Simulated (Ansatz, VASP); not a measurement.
**Si2Sb2Se in VASP and in Ansatz**

```
Si Sb Se
1.0
     5.42393    0.00000    0.00000
     0.00000    5.42393    0.00000
     0.00000    0.00000    4.96019
Si Sb Se
2 2 1
Direct
  0.00000 0.00000 0.00000
  0.50000 0.50000 0.00000
  0.00000 0.50000 0.00000
  0.50000 0.00000 0.00000
  0.50000 0.50000 0.50000
```

Alike in both runs: functional PBE; k mesh 8 × 8 × 8; occupations gaussian, width 0.1 eV; no spin polarisation.

Ansatz relaxed the structure, and its values are those at the end. VASP's run is a single point on that final structure, the one shown.

```csv
,VASP,Ansatz
version,VASP 6.6.1,Ansatz 0.2.0
potentials or method,"VASP PAW PBE potentials, release 64 (Si, Sb, Se)","scalar-relativistic, plane waves, PAW"
plane-wave cutoff (eV),520,420
valence electrons in the cell,24,54
```

```tsv
	VASP	Ansatz	Ansatz less VASP
gap on the k mesh at the Fermi level (eV)	none	none	-
pressure (GPa)	0.0	0.0	-0.07
```

A gap of «none» marks a metal or a gap that the smearing closes. The two sets of potentials don't hold the same shells in valence.

Spin-orbit coupling is left out, which matters for the levels of Sb.
